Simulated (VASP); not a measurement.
Level of theory: PBE GGA with D4 dispersion, VASP's PBE PAW potentials (set 64) (plane waves; VASP).

VASP input:

**INCAR**
```
! general
SYSTEM =GaN
PREC   =Accurate
ENCUT  =520
LREAL  =.False.
LASPH  =.True.

! electronic loop
EDIFF  =1E-7
NELM   =100
ALGO   =Normal
LMAXMIX=4

! smearing
ISMEAR =-5

! functional
GGA    =PE
IVDW   =13

! ions
ISIF   =2

! output
LWAVE  =.False.
LCHARG =.True.
LORBIT =11
NEDOS  =601

! other
LEFG   =.True.
```

**POSCAR**
```
GaN
5.1869330
  0.3071016613  -0.5319156732   0.0000000000
  0.3071016613   0.5319156732   0.0000000000
  0.0000000000   0.0000000000   1.0000000257
Ga N
2 2
Cartesian
  0.3071016613  -0.1773055790   0.5000401300
  0.3071016613   0.1773055790   0.0000401172
  0.3071016613  -0.1773055790   0.8769599053
  0.3071016613   0.1773055790   0.3769598925
```

File KPOINTS:
```
Automatic mesh
0
Gamma
9 9 5
0 0 0
```

POTCAR, in this order: Ga_d N (PBE.64 set). Program: vasp_std.

The resulting files:

OSZICAR:
```
       N       E                     dE             d eps       ncg     rms          rms(c)
DAV:   1     0.273449182417E+03    0.27345E+03   -0.18524E+04  1676   0.305E+03
DAV:   2     0.468178555271E+01   -0.26877E+03   -0.26208E+03  1840   0.528E+02
DAV:   3    -0.270170214408E+02   -0.31699E+02   -0.31503E+02  1800   0.151E+02
DAV:   4    -0.283104687922E+02   -0.12934E+01   -0.12899E+01  2306   0.319E+01
DAV:   5    -0.283258461984E+02   -0.15377E-01   -0.15367E-01  1768   0.324E+00    0.109E+01
DAV:   6    -0.241953945858E+02    0.41305E+01   -0.15412E+01  2862   0.580E+01    0.312E+00
DAV:   7    -0.243234615428E+02   -0.12807E+00   -0.17879E+00  1728   0.111E+01    0.272E+00
DAV:   8    -0.243217627931E+02    0.16987E-02   -0.27317E-01  2502   0.841E+00    0.832E-01
DAV:   9    -0.243001543281E+02    0.21608E-01   -0.11033E-01  2862   0.573E+00    0.332E-01
DAV:  10    -0.243010921981E+02   -0.93787E-03   -0.59757E-03  1784   0.821E-01    0.134E-01
DAV:  11    -0.243010603411E+02    0.31857E-04   -0.13001E-03  2438   0.698E-01    0.230E-02
DAV:  12    -0.243010742703E+02   -0.13929E-04   -0.16129E-04  1754   0.982E-02    0.142E-02
DAV:  13    -0.243010733137E+02    0.95660E-06   -0.21695E-05  2348   0.100E-01    0.306E-03
DAV:  14    -0.243010738156E+02   -0.50190E-06   -0.47093E-06  1830   0.193E-02    0.948E-04
DAV:  15    -0.243010736858E+02    0.12986E-06   -0.17456E-07  1472   0.562E-03    0.426E-04
DAV:  16    -0.243010737206E+02   -0.34885E-07   -0.59060E-08  1014   0.362E-03
   1 F= -.25907407E+02 E0= -.25907407E+02  d E =0.000000E+00
```

OUTCAR:
```
------------------------ aborting loop because EDIFF is reached ----------------------------------------
  Edisp (eV):   -1.60633
  FORCE on cell =-STRESS in cart. coord.  units (eV):
  Direction    XX          YY          ZZ          XY          YZ          ZX
  --------------------------------------------------------------------------------------
  Total      -0.00169    -0.00169     0.04503     0.00000     0.00000     0.00000
  in kB      -0.05949    -0.05949     1.58239     0.00000     0.00000     0.00000
  external pressure =        0.49 kB  Pullay stress =        0.00 kB
  volume of cell :       45.59
      direct lattice vectors                 reciprocal lattice vectors
     1.592915741 -2.759010958  0.000000000     0.313889798 -0.181224362  0.000000000
     1.592915741  2.759010958  0.000000000     0.313889798  0.181224362  0.000000000
     0.000000000  0.000000000  5.186933133     0.000000000  0.000000000  0.192792152
  FREE ENERGIE OF THE ION-ELECTRON SYSTEM (eV)
  ---------------------------------------------------
  free  energy   TOTEN  =       -25.9074068402 eV

  energy  without entropy=      -25.9074068402  energy(sigma->0) =      -25.90740684

 total charge

# of ion       s       p       d       tot
------------------------------------------
    1        0.787   0.899  10.181  11.868
    2        0.787   0.899  10.181  11.868
    3        1.224   2.525   0.000   3.749
    4        1.224   2.525   0.000   3.749
--------------------------------------------------
tot          4.023   6.849  20.362  31.234

 Electric field gradients after diagonalization (V/A^2)
 (convention: |V_zz| > |V_xx| > |V_yy|)
----------------------------------------------------------------------
 ion       V_xx      V_yy      V_zz     asymmetry (V_yy - V_xx)/ V_zz
----------------------------------------------------------------------
   1      -2.438    -2.429     4.866       0.002
   2      -2.438    -2.429     4.867       0.002
   3      -0.393    -0.390     0.783       0.003
   4      -0.393    -0.391     0.783       0.003
```
(Selected blocks of OUTCAR.)

**OUTCAR**
```
 val. band max:        5.3404536290   @ k =   0.0000   0.0000   0.0000

 cond. band min:       7.2680130737   @ k =   0.0000   0.0000   0.0000


 Fermi energy:         5.3405191361

 k-point     1 :       0.0000    0.0000    0.0000
  band No.  band energies     occupation
      1     -10.6555      2.00000
      2      -9.7284      2.00000
      3      -8.0977      2.00000
      4      -8.0830      2.00000
      5      -8.0830      2.00000
      6      -8.0214      2.00000
      7      -8.0214      2.00000
      8      -7.8281      2.00000
      9      -7.8281      2.00000
     10      -7.7295      2.00000
     11      -7.7295      2.00000
     12      -6.4966      2.00000
     13      -1.7169      2.00000
     14       4.3053      2.00000
     15       4.3053      2.00000
     16       5.3060      2.00000
     17       5.3404      2.00000
     18       5.3405      2.00000
     19       7.2680      0.00000
     20       9.6028      0.00000
     21      14.5504      0.00000
     22      15.2444      0.00000

 k-point     2 :       0.1111    0.0000    0.0000
  band No.  band energies     occupation
      1     -10.5353      2.00000
      2      -9.6974      2.00000
      3      -8.0854      2.00000
      4      -8.0656      2.00000
      5      -8.0439      2.00000
      6      -8.0066      2.00000
      7      -7.9973      2.00000
      8      -7.8384      2.00000
      9      -7.8290      2.00000
     10      -7.7496      2.00000
     11      -7.7267      2.00000
     12      -6.4120      2.00000
     13      -1.5413      2.00000
     14       3.4414      2.00000
     15       4.0554      2.00000
     16       4.3653      2.00000
     17       5.1834      2.00000
     18       5.2298      2.00000
     19       8.1534      0.00000
     20      10.3178      0.00000
     21      14.1357      0.00000
     22      14.5640      0.00000

 k-point     3 :       0.2222    0.0000    0.0000
  band No.  band energies     occupation
      1     -10.2352      2.00000
...
```

The compound is GaN in the wurtzite structure. It was relaxed first.
